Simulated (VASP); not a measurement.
A convergence study with VASP on LiH (space group Fm-3m): one setting is varied, all else stays as given below, so the limit is that of these other settings.

```xyz
2
Lattice="0.0000 2.0502 2.0502 2.0502 0.0000 2.0502 2.0502 2.0502 0.0000" Properties=species:S:1:pos:R:3 pbc="T T T"
Li     0.0000     0.0000     0.0000
H      2.0502     2.0502     2.0502
```

The numbers are results of PBE GGA, VASP's PBE PAW potentials (set 64) (plane waves; VASP), not measurements. The tightest run used: 400 eV cut-off, 11×11×11 Γ-centred mesh, Gaussian smearing of 0.010 eV, potentials Li_sv H.

| setting | mean ε∞ | irreducible k-points |
|---|---|---|
| 4×4×4 mesh | 5.49 | 8 |
| 5×5×5 mesh | 4.35 | 10 |
| 6×6×6 mesh | 4.49 | 16 |

**Question.** These are the cheaper rows. Estimate the results at 11×11×11 mesh, and how far the last row shown lies from them.

**Answer.** 
```csv
quantity,tightest run,last row shown is off by
mean ε∞,4.26,0.23
```

Left out are rungs that failed or repeat a setting and relaxations that didn't move; long series are thinned to 24 rows.

The structure is a typed LiH crystal (space group no. 225). The cell was not relaxed at this level.
